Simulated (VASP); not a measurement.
Data:

```xyz
2
Lattice="0.0000 2.5296 2.5296 2.5296 0.0000 2.5296 2.5296 2.5296 0.0000" Properties=species:S:1:pos:R:3 pbc="T T T"
Mg     0.0000     0.0000     0.0000
S      2.5296     2.5296     2.5296
```

These are PBE GGA with D4 dispersion, VASP's PBE PAW potentials (set 64) (plane waves; VASP 6.6.1) values and carry that method's errors. Numerical set-up: 520 eV cut-off, 9×9×9 Γ-centred mesh, Gaussian smearing of 0.050 eV, potentials Mg S.

**Question.** Give the stress tensor in GPa (positive for a compressed cell).

**Answer.** 
```
5.66  0.00  0.00
0.00  5.66  0.00
0.00  0.00  5.66
```
The pressure is its mean diagonal, 5.66 GPa.

The compound is MgS in the rock salt structure. This cell is one point of a volume scan, at 0.94 of the reference volume.
